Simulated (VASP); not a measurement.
Consider the following.

```
CELL_PARAMETERS angstrom
      0.00000     2.60545     2.60545
      2.60545     0.00000     2.60545
      2.60545     2.60545     0.00000
ATOMIC_POSITIONS crystal
  Na 0.00000 0.00000 0.00000
```

Calculation: PBEsol GGA, VASP's PBE PAW potentials (set 64) (plane waves; VASP). Run with 400 eV cut-off, Gaussian smearing of 0.050 eV, potentials Na_pv.

Q: Estimate the band gap (along the path) with the smallest direct gap where there is one.

A: 
* **band gap (along the path)**: none (metal, semimetal or under 0.01 eV)

The absolute energy has meaning only against runs of the same code, potentials and settings.

The structure was generated: Na was put into the fcc type (Fm-3m), which need not be its known phase. It was relaxed first, which changed the volume by -7 %.
